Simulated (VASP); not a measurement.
# Nb: core levels with PBEsol

Crystal: Nb.

```
Nb
1.0
     6.65580    0.00000    0.00000
     0.00000    6.65580    0.00000
     0.00000    0.00000    6.65580
Nb
16
Direct
  0.00000 0.00000 0.00000
  0.50000 0.00000 0.00000
  0.00000 0.50000 0.00000
  0.00000 0.00000 0.50000
  0.25000 0.25000 0.25000
  0.50000 0.50000 0.00000
  0.50000 0.00000 0.50000
  0.75000 0.25000 0.25000
  0.00000 0.50000 0.50000
  0.25000 0.75000 0.25000
  0.25000 0.25000 0.75000
  0.50000 0.50000 0.50000
  0.75000 0.75000 0.25000
  0.75000 0.25000 0.75000
  0.25000 0.75000 0.75000
  0.75000 0.75000 0.75000
```

```
Program                : VASP 6.6.1
Task                   : core levels
Functional             : PBEsol
Potentials or basis    : VASP PAW PBE potentials, release 64 (Nb_sv)
Cutoff                 : 520 eV
k mesh                 : 3 × 3 × 3
Occupations            : methfessel-paxton, width 0.1 eV
Spin                   : no spin polarisation
Further INCAR settings : ALGO = Fast; EDIFF = 1e-06
```

```json
{"Pressure": "-10.1 GPa", "Band gap on the k mesh": "none (metal or under the smearing width)"}
```

Levels at points of the mesh, in eV from the Fermi level:
```tsv
k point	band 96	band 97	band 98	band 99	band 100	band 101	band 102	band 103	band 104	band 105
(0.00, 0.00, 0.00)	-0.93	-0.93	0.48	0.48	0.48	1.05	1.05	1.05	1.05	1.05
```

Core levels (eV, on the scale of the bands):
| atom | levels |
| --- | --- |
| 1 Nb | 1s -18790.4, 2s -2615.6, 2p -2333.7, 3s -424.0, 3p -331.9, 3d -181.4 |
| 2 Nb | 1s -18790.4, 2s -2615.6, 2p -2333.7, 3s -424.0, 3p -331.9, 3d -181.4 |
| 3 Nb | 1s -18790.4, 2s -2615.6, 2p -2333.7, 3s -424.0, 3p -331.9, 3d -181.4 |
| 4 Nb | 1s -18790.4, 2s -2615.6, 2p -2333.7, 3s -424.0, 3p -331.9, 3d -181.4 |
| 5 Nb | 1s -18790.4, 2s -2615.6, 2p -2333.7, 3s -424.0, 3p -331.9, 3d -181.4 |
| 6 Nb | 1s -18790.4, 2s -2615.6, 2p -2333.7, 3s -424.0, 3p -331.9, 3d -181.4 |

It took 2.4 min on 4 MPI ranks on Intel(R) Xeon(R) Platinum 8488C (Sapphire Rapids) (shared host), peak memory 0.4 GiB a rank.

Caveat: the PAW data sets were made with another functional, which shifts forces and pressure a little.
